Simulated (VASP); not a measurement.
The system is Ga2PN.

```
CELL_PARAMETERS angstrom
3.69580 0.00000 0.00000
0.00000 3.69580 0.00000
0.00000 0.00000 5.18862
ATOMIC_POSITIONS crystal
N 0.00000 0.00000 0.00000
Ga 0.00000 0.50000 0.78978
Ga 0.50000 0.00000 0.21022
P 0.50000 0.50000 0.50000
```

The cell was built by a generator and needn't be a form met in nature.

The cell isn't the ideal one: hydrostatic strain +4.7%.

Base run:

| Property | Result |
| --- | --- |
| Program | VASP 6.6.1 |
| Functional | PBE |
| Potentials or basis | VASP PAW PBE potentials, release 64 (N, Ga_d, P) |
| Cutoff | 520 eV |
| k mesh | 8 × 8 × 6 |
| Occupations | fermi-dirac, width 0.02 eV |
| Spin | no spin polarisation |

Its results: band gap on the k mesh none (metal or under the smearing width); pressure -8.8 GPa; largest force 0.037 eV/Å.

The run is repeated on the same cell with these changes: functional from PBE to r2SCAN; further incar settings from ALGO = Fast; EDIFF = 1e-06; NBANDS = 26 to ALGO = Normal; EDIFF = 1e-07; NBANDS = 26. What comes out?

Band gap on the k mesh none (metal or under the smearing width); pressure -12.4 GPa; largest force 0.052 eV/Å.

Caveats: the PAW data sets were made with another functional, which shifts forces and pressure a little (some runs).
